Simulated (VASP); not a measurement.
These are PBE GGA, VASP's PBE PAW potentials (set 64) (plane waves; VASP) values and carry that method's errors.

The input files of a VASP run:

### INCAR
```
# general
SYSTEM =HfO2
PREC   =Accurate
ENCUT  =280   # plane-wave cut-off (eV)
LREAL  =F   # projection in real space or not
LASPH  =T

# electronic loop
EDIFF  =1E-6   # SCF stop (eV)
NELM   =100
ALGO   =Normal
LMAXMIX=6   # l cut-off of mixed one-centre charges

# smearing
ISMEAR =-1
SIGMA  =0.2   # width (eV)

# functional
GGA    =PE   # PBE

# ions
ISIF   =2   # forces and stress, cell fixed

# output
LWAVE  =F
LCHARG =F
```

KPOINTS:
```
K-points
0
gamma
  8 8 8
```

POSCAR:
```
HfO2
1
    5.2960220000     0.0000000000     0.0000000000
    0.0000000000     5.1027070000     0.0000000000
    0.0000000000     0.0000000000     5.1117690000
Hf O
4 8
Direct
  0.0300000000   0.2670000000   0.2500000000
  0.9700000000   0.7330000000   0.7500000000
  0.5300000000   0.7330000000   0.2500000000
  0.4700000000   0.2670000000   0.7500000000
  0.3610000000   0.0680000000   0.1060000000
  0.6390000000   0.9320000000   0.6060000000
  0.8610000000   0.9320000000   0.1060000000
  0.1390000000   0.0680000000   0.6060000000
  0.2290000000   0.5370000000   0.0000000000
  0.7710000000   0.4630000000   0.5000000000
  0.7290000000   0.4630000000   0.0000000000
  0.2710000000   0.5370000000   0.5000000000
```

POTCAR, in this order: Hf_pv O (PBE.64 set). Program: vasp_std.

Output

File OSZICAR:
```
       N       E                     dE             d eps       ncg     rms          rms(c)
DAV:   1     0.430563835998E+03    0.43056E+03   -0.35959E+04 13032   0.106E+03
DAV:   2    -0.115747054444E+03   -0.54631E+03   -0.53306E+03 16320   0.333E+02
DAV:   3    -0.140574058960E+03   -0.24827E+02   -0.24766E+02 15440   0.713E+01
DAV:   4    -0.140878944900E+03   -0.30489E+00   -0.30437E+00 15904   0.848E+00
DAV:   5    -0.140885056118E+03   -0.61112E-02   -0.61071E-02 15428   0.104E+00    0.103E+02
DAV:   6    -0.123684834537E+03    0.17200E+02   -0.78628E+01 14496   0.344E+01    0.834E+01
DAV:   7    -0.123055116306E+03    0.62972E+00   -0.53728E+00 15872   0.108E+01    0.408E+01
DAV:   8    -0.123035562897E+03    0.19553E-01   -0.35877E-01 16272   0.292E+00    0.479E+00
DAV:   9    -0.123005435314E+03    0.30128E-01   -0.80297E-02 14692   0.143E+00    0.274E+00
DAV:  10    -0.123005878704E+03   -0.44339E-03   -0.14931E-02 16796   0.544E-01    0.399E-01
DAV:  11    -0.123005770038E+03    0.10867E-03   -0.25349E-03 15552   0.222E-01    0.124E-01
DAV:  12    -0.123005864226E+03   -0.94187E-04   -0.47153E-04 15720   0.934E-02    0.169E-01
DAV:  13    -0.123005860573E+03    0.36529E-05   -0.14613E-04 15288   0.471E-02    0.469E-02
DAV:  14    -0.123005864033E+03   -0.34601E-05   -0.19870E-05 15636   0.197E-02    0.306E-02
DAV:  15    -0.123005865213E+03   -0.11805E-05   -0.82052E-07  9584   0.460E-03    0.946E-03
DAV:  16    -0.123005865136E+03    0.77529E-07   -0.17698E-07  8180   0.190E-03
   1 F= -.12300587E+03 E0= -.12300581E+03  d E =-.112071E-03
```

File OUTCAR:
```
------------------------ aborting loop because EDIFF is reached ----------------------------------------
  FORCE on cell =-STRESS in cart. coord.  units (eV):
  Direction    XX          YY          ZZ          XY          YZ          ZX
  --------------------------------------------------------------------------------------
  Total      -56.1344827    -57.2801004    -55.8004146      0.0000000      0.0000000      0.0000000
  in kB     -651.0564937   -664.3435470   -647.1819205      0.0000000      0.0000000      0.0000000
  external PRESSURE =    -654.1939871 kB  Pullay stress =       0.0000000 kB
  volume of cell :      138.14
      direct lattice vectors                 reciprocal lattice vectors
     5.296022000  0.000000000  0.000000000     0.188820968  0.000000000  0.000000000
     0.000000000  5.102707000  0.000000000     0.000000000  0.195974411  0.000000000
     0.000000000  0.000000000  5.111769000     0.000000000  0.000000000  0.195626993
 POSITION                                       TOTAL-FORCE (eV/Angst)
 -----------------------------------------------------------------------------------
      0.15888      1.36242      1.27794         0.227737     -0.297737      0.015336
      5.13714      3.74028      3.83383        -0.227737      0.297737      0.015336
      2.80689      3.74028      1.27794         0.227737      0.297737      0.015336
      2.48913      1.36242      3.83383        -0.227737     -0.297737      0.015336
      1.91186      0.34698      0.54185         0.089358     -0.136754     -0.050721
      3.38416      4.75572      3.09773        -0.089358      0.136754     -0.050721
      4.55987      4.75572      0.54185         0.089358      0.136754     -0.050721
      0.73615      0.34698      3.09773        -0.089358     -0.136754     -0.050721
      1.21279      2.74015      0.00000        -0.013920     -0.071837      0.035385
      4.08323      2.36255      2.55588         0.013920      0.071837      0.035385
      3.86080      2.36255      0.00000        -0.013920      0.071837      0.035385
      1.43522      2.74015      2.55588         0.013920     -0.071837      0.035385
 -----------------------------------------------------------------------------------
    total drift:                                0.000000      0.000000     -0.002227
  FREE ENERGIE OF THE ION-ELECTRON SYSTEM (eV)
  ---------------------------------------------------
  free  energy   TOTEN  =      -123.0058651358 eV

  energy  without entropy=     -123.0057530650  energy(sigma->0) =     -123.00580910
```
(Selected blocks of OUTCAR.)

### OUTCAR
```
 val. band max:        3.2973301951   @ k =   0.0000   0.0000   0.0000

 cond. band min:       7.5628000591   @ k =   0.2500   0.5000   0.3750


 Fermi energy:         5.3813523027

 k-point     1 :       0.0000    0.0000    0.0000
  band No.  band energies     occupation
      1     -26.4729      2.00000
      2     -26.4493      2.00000
      3     -26.4434      2.00000
      4     -26.2309      2.00000
      5     -26.2004      2.00000
      6     -26.1724      2.00000
      7     -26.1646      2.00000
      8     -26.1603      2.00000
      9     -26.1532      2.00000
     10     -26.0623      2.00000
     11     -26.0593      2.00000
     12     -26.0570      2.00000
     13     -15.0132      2.00000
     14     -13.7268      2.00000
     15     -13.5432      2.00000
     16     -13.4889      2.00000
     17     -13.0218      2.00000
     18     -12.9643      2.00000
     19     -12.8770      2.00000
     20     -12.7838      2.00000
     21      -2.1935      2.00000
     22      -2.1143      2.00000
     23      -2.0062      2.00000
     24      -1.3223      2.00000
     25      -1.1758      2.00000
     26      -1.1077      2.00000
     27       0.1246      2.00000
     28       0.1368      2.00000
     29       0.2272      2.00000
     30       0.2416      2.00000
     31       0.6303      2.00000
     32       0.9633      2.00000
     33       1.0478      2.00000
     34       1.2983      2.00000
     35       1.4218      2.00000
     36       1.7092      2.00000
     37       1.7374      2.00000
     38       2.0250      2.00000
     39       2.1016      2.00000
     40       2.1198      2.00000
     41       2.4811      2.00000
     42       2.9753      1.99999
     43       3.1120      1.99998
     44       3.2973      1.99994
     45       8.0307      0.00000
     46       8.2059      0.00000
     47       8.3987      0.00000
     48       8.7836      0.00000
     49       8.8302      0.00000
     50       8.9098      0.00000
     51       8.9924      0.00000
...
```

At this cut-off the stress carries a Pulay error, which pulls relaxed volumes low.  Unless said otherwise, spin-orbit coupling is left out, though it shifts the bands of the heavy elements here.

The structure was generated: HfO2 was put into an ordered model structure, which need not be its known phase. The cell was not relaxed at this level. The run is one of a series of settings (ENCUT = 280, SIGMA = 0.2, KPOINTS 8×8×8 Γ-centred mesh against the base run), some of them coarse on purpose.
